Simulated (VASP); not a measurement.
Level of theory: HSE06 screened hybrid, VASP's PBE PAW potentials (set 64) (plane waves; VASP 6.6.1).

The input files of a VASP run:

### KPOINTS
```
K-points
0
gamma
1 1 1
0 0 0
```

### POSCAR
```
BC63
1
    7.1465551590     0.0000000000     0.0000000000
    0.0000000000     7.1465551590     0.0000000000
    0.0000000000     0.0000000000     7.1465551590
C B
63 1
Direct
  0.4992621438   0.0007470812   0.0007133235
  0.6254003971   0.1240141833   0.1240159871
  0.7493599813   0.2506925481   0.0004627521
  0.8760754597   0.3746356078   0.1239984185
  0.7493902979   0.0004737778   0.2506981150
  0.8761202202   0.1239202718   0.3747178384
  0.9995354696   0.0006779903   0.0005665278
  0.1254965426   0.1248787877   0.1248205937
  0.2495809712   0.2506437651   0.0007841928
  0.3753785853   0.3750310033   0.1248720991
  0.4995595510   0.5005710587   0.0005881210
  0.6250829837   0.6247060844   0.1248875303
  0.7494913707   0.7505661995   0.0008229878
  0.8752961997   0.8746682307   0.1248210750
  0.2496004418   0.0008416426   0.2506271914
  0.3754002123   0.1248735659   0.3750426731
  0.5003294411   0.2505419633   0.2505487996
  0.6294981669   0.3706017627   0.3706173990
  0.7495428270   0.4997344305   0.2505215050
  0.8752003951   0.6246736596   0.3749658117
  0.4995603497   0.0005781511   0.5005595261
  0.6250849936   0.1248460050   0.6246997168
  0.7495164722   0.2505119901   0.4997682545
  0.8752020447   0.3749781404   0.6246919378
  0.7495004259   0.0007659616   0.7505014259
  0.8752671819   0.1248314587   0.8745970460
  0.9993403399   0.5007896623   0.0007040912
  0.1246383769   0.6243749000   0.1239118764
  0.2495121212   0.7505999969   0.0003612632
  0.3756637858   0.8754292624   0.1239542522
  0.9996088352   0.2506604097   0.2507134593
  0.1255575034   0.3749977037   0.3750002349
  0.2486057433   0.5019940801   0.2498155990
  0.3725380006   0.6275171388   0.3706064950
  0.4980595017   0.7514647232   0.2498084406
  0.6250709042   0.8744933693   0.3749760010
  0.9993958376   0.0006459116   0.5008671842
  0.1246660430   0.1239193743   0.6244237807
  0.2486466772   0.2498374483   0.5020397452
  0.3725282522   0.3706309300   0.6275544265
  0.6293991209   0.6275212308   0.6275370891
  0.7502205822   0.7513957352   0.5019720194
  0.8761435906   0.8753247877   0.6243930042
  0.2495212798   0.0003317215   0.7505768235
  0.3756682228   0.1239414052   0.8753835248
  0.4980691756   0.2497952350   0.7514445006
  0.6250597570   0.3750069370   0.8745050709
  0.7502251473   0.5020016550   0.7514475582
  0.8761256552   0.6243842459   0.8753992781
  0.9992731905   0.7504977020   0.2505753073
  0.1249813471   0.8750698416   0.3747925895
  0.9994959133   0.5005139066   0.5005297041
  0.1258032237   0.6245052754   0.6245342351
  0.2488870993   0.7512141533   0.4996831188
  0.3755535540   0.8742918101   0.6245612853
  0.9992492023   0.2505803326   0.7505103553
  0.1249356769   0.3747785803   0.8750916212
  0.2488616882   0.4996925327   0.7512525117
  0.3755518370   0.6245650557   0.8743340052
  0.5004084490   0.7512388247   0.7512913889
  0.6253320695   0.8751166235   0.8751320717
  0.9997667087   0.7505373076   0.7505812834
  0.1255194705   0.8745949001   0.8745663985
  0.4982209905   0.5018159690   0.5018265569
```

INCAR:
```
SYSTEM = BC63
PREC = Normal; ENCUT = 400; LREAL = Auto
LASPH = T; ISYM = 0
EDIFF = 1E-5; NELM = 50; NELMIN = 4
ALGO = Normal
ISMEAR = 0; SIGMA = 0.05
GGA = PE; LHFCALC = T; AEXX = 0.25
HFSCREEN = 0.2; PRECFOCK = Fast
ISPIN = 2; MAGMOM = 64*0.0156; NUPDOWN = 1
ISIF = 0
LWAVE = F; LCHARG = F; LORBIT = 10
```

POTCAR, in this order: C B (PBE.64 set). Program: vasp_gam. Read from the step before: WAVECAR.

Output

### OUTCAR
```
 ion  position               nearest neighbor table
   1  0.499  0.001  0.001-  45 1.54  30 1.54   2 1.54  61 1.56
   2  0.625  0.124  0.124-   1 1.54   3 1.54   5 1.54  17 1.56
   3  0.749  0.251  0.000-   2 1.54   4 1.54  47 1.55  26 1.56
   4  0.876  0.375  0.124-  27 1.54   3 1.54  31 1.54  19 1.56
   5  0.749  0.000  0.251-   6 1.54   2 1.54  36 1.55  14 1.56
   6  0.876  0.124  0.375-  37 1.54   5 1.54  31 1.54  23 1.56
   7  1.000  0.001  0.001-  26 1.54   8 1.54  14 1.55  63 1.56
   8  0.125  0.125  0.125-   9 1.54  15 1.54   7 1.54  31 1.56
   9  0.250  0.251  0.001-   8 1.54  10 1.54  57 1.55  45 1.56
  10  0.375  0.375  0.125-  11 1.54   9 1.54  17 1.55  33 1.56
  11  0.500  0.501  0.001-  12 1.54  10 1.54  59 1.54  47 1.56
  12  0.625  0.625  0.125-  11 1.54  13 1.54  19 1.55  35 1.56
  13  0.749  0.751  0.001-  14 1.54  12 1.54  61 1.54  49 1.56
  14  0.875  0.875  0.125-  50 1.54  13 1.54   7 1.55   5 1.56
  15  0.250  0.001  0.251-   8 1.54  16 1.54  51 1.55  30 1.56
  16  0.375  0.125  0.375-  21 1.54  15 1.54  17 1.55  39 1.56
  17  0.500  0.251  0.251-  18 1.52  16 1.55  10 1.55   2 1.56
  18  0.629  0.371  0.371-  23 1.52  19 1.52  17 1.52  64 1.62
  19  0.750  0.500  0.251-  18 1.52  20 1.55  12 1.55   4 1.56
  20  0.875  0.625  0.375-  52 1.54  50 1.54  19 1.55  42 1.56
  21  0.500  0.001  0.501-  22 1.54  16 1.54  55 1.54  36 1.56
  22  0.625  0.125  0.625-  21 1.54  25 1.54  23 1.55  46 1.56
  23  0.750  0.251  0.500-  18 1.52  22 1.55  24 1.55   6 1.56
  24  0.875  0.375  0.625-  52 1.54  56 1.54  23 1.55  48 1.56
...
```

File OSZICAR:
```
       N       E                     dE             d eps       ncg     rms          rms(c)
DAV:   1    -0.667153171528E+03   -0.66715E+03   -0.83096E+00   640   0.804E+00    0.402E+00
DAV:   2    -0.667173563314E+03   -0.20392E-01   -0.11737E-01   688   0.834E-01    0.242E+00
DAV:   3    -0.667156198120E+03    0.17365E-01   -0.13240E-02   704   0.297E-01    0.132E+00
DAV:   4    -0.667151247827E+03    0.49503E-02   -0.43333E-03   720   0.175E-01    0.696E-01
DAV:   5    -0.667149910253E+03    0.13376E-02   -0.10681E-03   720   0.887E-02    0.372E-01
DAV:   6    -0.667149530798E+03    0.37945E-03   -0.25874E-04   720   0.451E-02    0.200E-01
DAV:   7    -0.667149421271E+03    0.10953E-03   -0.64529E-05   704   0.232E-02    0.108E-01
DAV:   8    -0.667149389274E+03    0.31997E-04   -0.14900E-05   440   0.119E-02    0.600E-02
DAV:   9    -0.667149380261E+03    0.90122E-05   -0.57352E-06   400   0.816E-03
   1 F= -.66714938E+03 E0= -.66714938E+03  d E =-.632011E-11  mag=     1.0000
```

OUTCAR:
```
------------------------ aborting loop because EDIFF is reached ----------------------------------------
  volume of cell :      365.00
      direct lattice vectors                 reciprocal lattice vectors
     7.146555159  0.000000000  0.000000000     0.139927556  0.000000000  0.000000000
     0.000000000  7.146555159  0.000000000     0.000000000  0.139927556  0.000000000
     0.000000000  0.000000000  7.146555159     0.000000000  0.000000000  0.139927556
 POSITION                                       TOTAL-FORCE (eV/Angst)
 -----------------------------------------------------------------------------------
      3.56800      0.00534      0.00510        -0.017682     -0.001571      0.006457
      4.46946      0.88627      0.88629         0.020231     -0.010007     -0.012921
      5.35534      1.79159      0.00331         0.000874      0.003872      0.009691
      6.26092      2.67735      0.88616         0.006743     -0.016605     -0.009870
      5.35556      0.00339      1.79163        -0.001391      0.005533      0.006397
      6.26124      0.88560      2.67794         0.000272      0.002844     -0.025671
      7.14324      0.00485      0.00405        -0.003060     -0.019270      0.004648
      0.89687      0.89245      0.89204         0.007924     -0.008040      0.001777
      1.78364      1.79124      0.00560        -0.005189     -0.001704      0.005343
      2.68266      2.68018      0.89241         0.015465     -0.002230     -0.005660
      3.57013      3.57736      0.00420        -0.006727     -0.002077      0.003119
      4.46719      4.46450      0.89252         0.000125     -0.008254     -0.009823
      5.35628      5.36396      0.00588         0.001804     -0.007437     -0.000532
      6.25535      6.25086      0.89204        -0.004491     -0.013635     -0.003490
      1.78378      0.00601      1.79112        -0.012228     -0.005809      0.000604
      2.68282      0.89242      2.68026         0.010968     -0.000969     -0.002238
      3.57563      1.79051      1.79056        -0.028791      0.017315      0.016073
      4.49874      2.64853      2.64864         0.092661     -0.103525     -0.103079
      5.35665      3.57138      1.79037        -0.012996      0.029853      0.018226
      6.25467      4.46426      2.67971         0.003713     -0.012340      0.007748
      3.57014      0.00413      3.57728        -0.004155     -0.003204     -0.000663
      4.46720      0.89222      4.46445        -0.002312     -0.003656     -0.010334
      5.35646      1.79030      3.57162        -0.001418      0.014261      0.026152
      6.25468      2.67980      4.46440        -0.000292      0.004755     -0.011660
      5.35635      0.00547      5.36350        -0.002729      0.005021      0.006128
      6.25515      0.89211      6.25036        -0.005656     -0.002364     -0.005776
      7.14184      3.57892      0.00503        -0.003583      0.019694      0.004590
      0.89074      4.46213      0.88554         0.020738     -0.000599      0.011951
      1.78315      5.36420      0.00258        -0.009812     -0.001451     -0.004207
      2.68470      6.25630      0.88585         0.012337     -0.012741      0.004698
      7.14376      1.79136      1.79174        -0.007094      0.008652      0.004239
      0.89730      2.67994      2.67996         0.005312     -0.000478      0.006805
      1.77667      3.58753      1.78532        -0.012598     -0.001876     -0.005726
      2.66236      4.48459      2.64856        -0.016534      0.019911     -0.048572
      3.55941      5.37038      1.78527         0.006033      0.008664     -0.000751
      4.46710      6.24962      2.67979        -0.004057     -0.000220      0.009978
      7.14224      0.00462      3.57947        -0.009691      0.008671      0.007887
      0.89093      0.88560      4.46248         0.018046      0.007739     -0.009689
      1.77697      1.78548      3.58785        -0.023019     -0.010363     -0.010081
      2.66229      2.64873      4.48485        -0.011927     -0.052557      0.016036
      4.49804      4.48462      4.48473         0.056560      0.017235      0.017252
      5.36149      5.36989      3.58737         0.010865      0.019984     -0.000125
      6.26141      6.25556      4.46226        -0.007745     -0.006183     -0.004469
      1.78322      0.00237      5.36404        -0.006664      0.000716      0.001709
      2.68473      0.88575      6.25598         0.011372      0.008646     -0.006309
      3.55948      1.78518      5.37024         0.005354      0.003543      0.014443
      4.46702      2.68001      6.24970        -0.003240      0.001333     -0.000897
      5.36153      3.58758      5.37026         0.008228     -0.005936      0.011811
      6.26128      4.46220      6.25609        -0.006365     -0.003442     -0.009686
      7.14136      5.36347      1.79075         0.000658      0.007303      0.007496
      0.89319      6.25373      2.67848         0.016075     -0.004367     -0.006927
      7.14295      3.57695      3.57706        -0.000948      0.005326      0.002555
      0.89906      4.46306      4.46327         0.001743      0.001535     -0.002666
      1.77869      5.36859      3.57101        -0.025957      0.017732      0.027444
      2.68391      6.24817      4.46346         0.006155     -0.002823     -0.005755
      7.14119      1.79079      5.36356         0.004197      0.008562      0.000293
      0.89286      2.67838      6.25389         0.020039     -0.002295     -0.008453
      1.77850      3.57108      5.36887        -0.023314      0.023211      0.017591
      2.68390      4.46349      6.24848         0.001436     -0.006325     -0.004867
      3.57620      5.36877      5.36915        -0.027508      0.018850      0.008039
      4.46897      6.25407      6.25418        -0.003844     -0.009155     -0.013010
      7.14489      5.36376      5.36407        -0.005030      0.004837      0.001303
      0.89703      6.25034      6.25014         0.004670     -0.009273     -0.002090
      3.56056      3.58626      3.58633        -0.052554      0.057183      0.057513
 -----------------------------------------------------------------------------------
    total drift:                               -0.095382      0.076779      0.074479
  FREE ENERGIE OF THE ION-ELECTRON SYSTEM (eV)
  ---------------------------------------------------
  free  energy   TOTEN  =      -667.1493802614 eV

  energy  without entropy=     -667.1493802614  energy(sigma->0) =     -667.14938026

  exchange ACFDT corr.  =         0.00000000  see jH, gK, PRB 81, 115126

 total charge

# of ion       s       p       d       tot
------------------------------------------
    1        0.834   1.758   0.000   2.592
    2        0.833   1.747   0.000   2.580
    3        0.831   1.747   0.000   2.578
    4        0.833   1.747   0.000   2.580
    5        0.831   1.747   0.000   2.578
    6        0.833   1.747   0.000   2.580
    7        0.831   1.746   0.000   2.577
    8        0.832   1.748   0.000   2.579
    9        0.831   1.747   0.000   2.578
   10        0.831   1.743   0.000   2.574
   11        0.831   1.749   0.000   2.580
   12        0.831   1.743   0.000   2.574
   13        0.831   1.747   0.000   2.578
   14        0.832   1.748   0.000   2.579
   15        0.831   1.747   0.000   2.578
   16        0.831   1.744   0.000   2.574
   17        0.832   1.745   0.000   2.577
   18        0.840   1.781   0.000   2.621
   19        0.832   1.745   0.000   2.577
   20        0.831   1.743   0.000   2.574
   21        0.831   1.749   0.000   2.580
   22        0.831   1.744   0.000   2.574
   23        0.832   1.745   0.000   2.577
   24        0.831   1.743   0.000   2.574
...
```
(Selected blocks of OUTCAR.)

The supercell is sampled at Γ alone, which is coarse: total energies, pressure and levels can be off, energies of defects by several tenths of an eV.

The cell is a supercell with a defect, built from C (diamond): B_C. The cell's shape comes from a PBE relaxation.
